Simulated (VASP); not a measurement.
Output of a VASP run:

File OSZICAR:
```
...
RMM:   4    -0.488225306299E+03   -0.40913E-06   -0.17483E-04   754   0.198E-02    0.426E-02
RMM:   5    -0.488225304052E+03    0.22467E-05   -0.79350E-05   685   0.120E-02
  14 F= -.48822530E+03 E0= -.48822530E+03  d E =-.425159E-02
       N       E                     dE             d eps       ncg     rms          rms(c)
DAV:   1    -0.488224613033E+03    0.69327E-03   -0.99555E-01   836   0.109E+00    0.407E-01
RMM:   2    -0.488226316043E+03   -0.17030E-02   -0.18784E-02   836   0.212E-01    0.119E-01
RMM:   3    -0.488226680080E+03   -0.36404E-03   -0.38761E-03   878   0.899E-02    0.120E-01
RMM:   4    -0.488226677172E+03    0.29085E-05   -0.62798E-04   817   0.369E-02    0.709E-02
RMM:   5    -0.488226684783E+03   -0.76114E-05   -0.30920E-04   776   0.232E-02    0.230E-02
RMM:   6    -0.488226678995E+03    0.57880E-05   -0.47592E-05   636   0.100E-02
  15 F= -.48822668E+03 E0= -.48822668E+03  d E =-.137494E-02
       N       E                     dE             d eps       ncg     rms          rms(c)
DAV:   1    -0.488226680934E+03    0.38490E-05   -0.41288E-04   912   0.221E-02    0.137E-02
RMM:   2    -0.488226682117E+03   -0.11831E-05   -0.13927E-05   428   0.548E-03    0.551E-03
RMM:   3    -0.488226682319E+03   -0.20138E-06   -0.23658E-06   345   0.236E-03    0.473E-03
RMM:   4    -0.488226682348E+03   -0.29198E-07   -0.50592E-07   205   0.127E-03
  16 F= -.48822668E+03 E0= -.48822668E+03  d E =-.137830E-02
       N       E                     dE             d eps       ncg     rms          rms(c)
DAV:   1    -0.488226634744E+03    0.47575E-04   -0.41214E-01   836   0.705E-01    0.314E-01
RMM:   2    -0.488227549166E+03   -0.91442E-03   -0.10287E-02   836   0.149E-01    0.621E-02
RMM:   3    -0.488227773973E+03   -0.22481E-03   -0.22663E-03   869   0.655E-02    0.945E-02
RMM:   4    -0.488227767105E+03    0.68681E-05   -0.29562E-04   795   0.257E-02    0.453E-02
RMM:   5    -0.488227770281E+03   -0.31761E-05   -0.12427E-04   721   0.153E-02    0.150E-02
RMM:   6    -0.488227770597E+03   -0.31548E-06   -0.23385E-05   514   0.709E-03
  17 F= -.48822777E+03 E0= -.48822777E+03  d E =-.108825E-02
       N       E                     dE             d eps       ncg     rms          rms(c)
DAV:   1    -0.488227199045E+03    0.57124E-03   -0.36222E-01   836   0.660E-01    0.299E-01
RMM:   2    -0.488228013850E+03   -0.81480E-03   -0.91673E-03   835   0.140E-01    0.587E-02
RMM:   3    -0.488228215458E+03   -0.20161E-03   -0.20223E-03   867   0.616E-02    0.890E-02
RMM:   4    -0.488228210252E+03    0.52056E-05   -0.26530E-04   789   0.242E-02    0.435E-02
RMM:   5    -0.488228213018E+03   -0.27658E-05   -0.11072E-04   716   0.143E-02    0.146E-02
RMM:   6    -0.488228213345E+03   -0.32729E-06   -0.20886E-05   497   0.668E-03
  18 F= -.48822821E+03 E0= -.48822821E+03  d E =-.153100E-02
       N       E                     dE             d eps       ncg     rms          rms(c)
DAV:   1    -0.488228430093E+03   -0.21708E-03   -0.20634E-01   836   0.497E-01    0.225E-01
RMM:   2    -0.488228864030E+03   -0.43394E-03   -0.47969E-03   820   0.104E-01    0.435E-02
RMM:   3    -0.488228966789E+03   -0.10276E-03   -0.10361E-03   847   0.452E-02    0.663E-02
RMM:   4    -0.488228963156E+03    0.36333E-05   -0.14065E-04   746   0.178E-02    0.299E-02
RMM:   5    -0.488228965728E+03   -0.25720E-05   -0.60357E-05   671   0.108E-02
  19 F= -.48822897E+03 E0= -.48822897E+03  d E =-.752383E-03
```

OUTCAR:
```
------------------------ aborting loop because EDIFF is reached ----------------------------------------
  FORCE on cell =-STRESS in cart. coord.  units (eV):
  Direction    XX          YY          ZZ          XY          YZ          ZX
  --------------------------------------------------------------------------------------
  Total       -8.0468192     -8.0658748     -2.9594617     -0.0145014      0.0974233      0.0094657
  in kB       -5.7029271     -5.7164321     -2.0974243     -0.0102774      0.0690457      0.0067085
  external PRESSURE =      -4.5055945 kB  Pullay stress =       0.0000000 kB
  volume of cell :     2260.67
      direct lattice vectors                 reciprocal lattice vectors
    14.301008835  0.000000000  0.000000000     0.069925137  0.040371296  0.000000000
    -7.150504418 12.385036986  0.000000000     0.000000000  0.080742593  0.000000000
     0.000000000  0.000000000 12.763595301     0.000000000  0.000000000  0.078347830
 POSITION                                       TOTAL-FORCE (eV/Angst)
 -----------------------------------------------------------------------------------
     -7.15040     12.38495      0.00141        -0.000501     -0.000222     -0.000169
      0.01133      0.01798      6.36877         0.011975      0.012049     -0.003338
     -1.78769      3.09653      0.00065        -0.000345     -0.000833     -0.000354
     -1.76745      3.10132      6.36889         0.012568     -0.007548     -0.013321
     10.72568      6.19261     12.76290         0.000347     -0.000684     -0.000504
     -3.57348      6.19256      6.38449        -0.000702     -0.001118      0.005844
     -5.36283      9.28878     12.76350        -0.001568      0.000007     -0.001704
     -5.36383      9.29298      6.38467         0.002335      0.006198      0.006228
     -3.57541     12.38468     12.76351         0.000051      0.002434     -0.003094
      3.57674      0.01590      6.38836        -0.001665      0.000408      0.013471
      1.78747      3.09629     12.76306         0.000663     -0.000480     -0.000462
      1.82808      3.12116      6.44092        -0.010039     -0.009160      0.000510
     -0.00030      6.19274     12.76319         0.000687     -0.000251     -0.000159
      0.01288      6.18818      6.39374         0.004861      0.007553      0.014374
     -1.78786      9.28868     12.76306         0.001030      0.000625      0.004633
     -1.78342      9.29288      6.38471         0.004373      0.003312      0.006710
     -0.00038     12.38489      0.00151         0.000682     -0.000517      0.000091
      7.14167      0.01767      6.36877        -0.008601      0.014750     -0.002657
      5.36290      3.09625     12.76308        -0.000298     -0.000397     -0.000802
      5.32614      3.12093      6.44086        -0.000801     -0.010090      0.001060
      3.57522      6.19265     12.76217        -0.000181     -0.000112     -0.001039
      3.57676      6.14818      6.44133         0.001450      0.019334      0.005442
      1.78736      9.28872      0.00050        -0.000082      0.000695     -0.000188
      1.79729      9.27209      6.37267         0.009018     -0.006154     -0.020284
      3.57517     12.38503     12.76358        -0.000186     -0.000505     -0.000721
     10.72691      0.00237      6.36195         0.002496     -0.003790     -0.019457
      8.93810      3.09650      0.00065        -0.000037     -0.000818     -0.000003
      8.92074      3.10107      6.36871        -0.009669     -0.002006     -0.017034
      7.15072      6.19277     12.76328        -0.000734     -0.001158     -0.002420
      7.14017      6.18760      6.39392         0.004353      0.021476      0.010892
      5.36302      9.28872      0.00052         0.000128      0.000608     -0.000317
      5.35590      9.27257      6.37170         0.006495     -0.012587     -0.013393
      1.81867      1.08391      5.15825        -0.005937      0.002397      0.023269
      0.00013      2.06461      1.22906         0.000337      0.000961      0.001406
      1.78696      1.03184     11.53523         0.001756     -0.000006     -0.001275
     -0.01057      2.06011      7.59635        -0.001646     -0.000362      0.003126
      0.06001      4.13483      5.16076        -0.006726     -0.005291      0.019748
     -1.78756      5.16096      1.22840         0.000529      0.000182      0.001228
     -0.00046      4.12813     11.53473        -0.000430      0.000429     -0.002791
     -1.77884      5.15764      7.61111        -0.005108      0.003162     -0.008098
     -1.78125      7.22543      5.16063        -0.001247     -0.005440     -0.010422
     -3.57538      8.25663      1.22799         0.001358      0.000690      0.002078
     -1.78723      7.22454     11.53477         0.000305     -0.000642     -0.003126
     -3.57349      8.26006      7.60785        -0.003320     -0.000711      0.012672
     -3.57321     10.32687      5.15739        -0.003663      0.000607     -0.007601
     -5.36218     11.35266      1.22872         0.000766     -0.000569      0.002857
     -3.57532     10.32127     11.53462        -0.001152     -0.000260     -0.002528
     -5.36162     11.36548      7.60756         0.005161     -0.006431     -0.003257
      5.33458      1.08328      5.15845         0.006579      0.006918      0.018150
      3.57520      2.06451      1.22835        -0.000305     -0.000212      0.001981
      5.36335      1.03176     11.53529        -0.001709      0.000169     -0.001259
      3.57689      2.08266      7.63140        -0.002077      0.006671      0.012722
      1.78799      5.16043      1.22776        -0.001261     -0.000014      0.001163
      3.57522      4.12806     11.53409        -0.000119     -0.000804     -0.002540
      1.80453      5.15334      7.63392        -0.003133     -0.003240      0.015124
      1.81515      7.17518      5.16346         0.006642      0.005096      0.012428
...
```
(Selected blocks of OUTCAR.)

### POSCAR
```
Pt32S63
1
   14.3010088352     0.0000000000     0.0000000000
   -7.1505044176    12.3850369864     0.0000000000
    0.0000000000     0.0000000000    12.7635953008
Pt S
32 63
Direct
  0.0000000000   0.0000000000   0.0000000000
  0.0000000000   0.0000000000   0.5000000000
  0.0000000000   0.2500000000   0.0000000000
  0.0000000000   0.2500000000   0.5000000000
  0.0000000000   0.5000000000   0.0000000000
  0.0000000000   0.5000000000   0.5000000000
  0.0000000000   0.7500000000   0.0000000000
  0.0000000000   0.7500000000   0.5000000000
  0.2500000000   0.0000000000   0.0000000000
  0.2500000000   0.0000000000   0.5000000000
  0.2500000000   0.2500000000   0.0000000000
  0.2544400000   0.2529610000   0.4956360000
  0.2500000000   0.5000000000   0.0000000000
  0.2500000000   0.5000000000   0.5000000000
  0.2500000000   0.7500000000   0.0000000000
  0.2500000000   0.7500000000   0.5000000000
  0.5000000000   0.0000000000   0.0000000000
  0.5000000000   0.0000000000   0.5000000000
  0.5000000000   0.2500000000   0.0000000000
  0.5032290000   0.2538700000   0.4959660000
  0.5000000000   0.5000000000   0.0000000000
  0.5015210000   0.5021080000   0.5042800000
  0.5000000000   0.7500000000   0.0000000000
  0.5000000000   0.7500000000   0.5000000000
  0.7500000000   0.0000000000   0.0000000000
  0.7500000000   0.0000000000   0.5000000000
  0.7500000000   0.2500000000   0.0000000000
  0.7500000000   0.2500000000   0.5000000000
  0.7500000000   0.5000000000   0.0000000000
  0.7500000000   0.5000000000   0.5000000000
  0.7500000000   0.7500000000   0.0000000000
  0.7500000000   0.7500000000   0.5000000000
  0.1666670000   0.0833330000   0.3898300000
  0.0833330000   0.1666670000   0.1101700000
  0.1666670000   0.0833330000   0.8898300000
  0.0833330000   0.1666670000   0.6101700000
  0.1666670000   0.3333330000   0.3898300000
  0.0833330000   0.4166670000   0.1101700000
  0.1666670000   0.3333330000   0.8898300000
  0.0833330000   0.4166670000   0.6101700000
  0.1666670000   0.5833330000   0.3898300000
  0.0833330000   0.6666670000   0.1101700000
  0.1666670000   0.5833330000   0.8898300000
  0.0833330000   0.6666670000   0.6101700000
  0.1666670000   0.8333330000   0.3898300000
  0.0833330000   0.9166670000   0.1101700000
  0.1666670000   0.8333330000   0.8898300000
  0.0833330000   0.9166670000   0.6101700000
  0.4166670000   0.0833330000   0.3898300000
  0.3333330000   0.1666670000   0.1101700000
  0.4166670000   0.0833330000   0.8898300000
  0.3333330000   0.1666670000   0.6101700000
  0.3333330000   0.4166670000   0.1101700000
  0.4166670000   0.3333330000   0.8898300000
  0.3333330000   0.4166670000   0.6101700000
  0.4166670000   0.5833330000   0.3898300000
  0.3333330000   0.6666670000   0.1101700000
  0.4166670000   0.5833330000   0.8898300000
  0.3333330000   0.6666670000   0.6101700000
  0.4166670000   0.8333330000   0.3898300000
  0.3333330000   0.9166670000   0.1101700000
  0.4166670000   0.8333330000   0.8898300000
  0.3333330000   0.9166670000   0.6101700000
  0.6666670000   0.0833330000   0.3898300000
  0.5833330000   0.1666670000   0.1101700000
  0.6666670000   0.0833330000   0.8898300000
  0.5833330000   0.1666670000   0.6101700000
  0.6666670000   0.3333330000   0.3898300000
  0.5833330000   0.4166670000   0.1101700000
  0.6666670000   0.3333330000   0.8898300000
  0.5833330000   0.4166670000   0.6101700000
  0.6666670000   0.5833330000   0.3898300000
  0.5833330000   0.6666670000   0.1101700000
  0.6666670000   0.5833330000   0.8898300000
  0.5833330000   0.6666670000   0.6101700000
  0.6666670000   0.8333330000   0.3898300000
  0.5833330000   0.9166670000   0.1101700000
  0.6666670000   0.8333330000   0.8898300000
  0.5833330000   0.9166670000   0.6101700000
  0.9166670000   0.0833330000   0.3898300000
  0.8333330000   0.1666670000   0.1101700000
  0.9166670000   0.0833330000   0.8898300000
  0.8333330000   0.1666670000   0.6101700000
  0.9166670000   0.3333330000   0.3898300000
  0.8333330000   0.4166670000   0.1101700000
  0.9166670000   0.3333330000   0.8898300000
  0.8333330000   0.4166670000   0.6101700000
  0.9166670000   0.5833330000   0.3898300000
  0.8333330000   0.6666670000   0.1101700000
  0.9166670000   0.5833330000   0.8898300000
  0.8333330000   0.6666670000   0.6101700000
  0.9166670000   0.8333330000   0.3898300000
  0.8333330000   0.9166670000   0.1101700000
  0.9166670000   0.8333330000   0.8898300000
  0.8333330000   0.9166670000   0.6101700000
```

Task: Write an INCAR and KPOINTS that could have produced this output.

Result: One answer among several that fit: the input of the run itself, PBE GGA, plane waves, VASP's PBE PAW potentials (set 64).

File KPOINTS:
```
kpoints
0
gamma
1 1 1
0 0 0
```

INCAR:
```
SYSTEM=Pt32S63
PREC=Normal; ENCUT=400; LREAL=Auto
LASPH=.TRUE.; ISYM=0
EDIFF=1E-5; NELM=100; NELMIN=4
ALGO=Fast; LMAXMIX=6
ISMEAR=0; SIGMA=0.05
GGA=PE
IBRION=2; NSW=60; ISIF=2
EDIFFG=-0.03
LWAVE=.FALSE.; LCHARG=.FALSE.
```

POTCAR, in this order: Pt S (PBE.64 set). Program: vasp_gam.

The supercell is sampled at Γ alone, which is coarse: total energies, pressure and levels can be off, energies of defects by several tenths of an eV.

The cell is a supercell with a defect, built from a database entry that may be metastable or hypothetical: vac_S. The run is not spin-polarised, so no state with unpaired spins was tried.
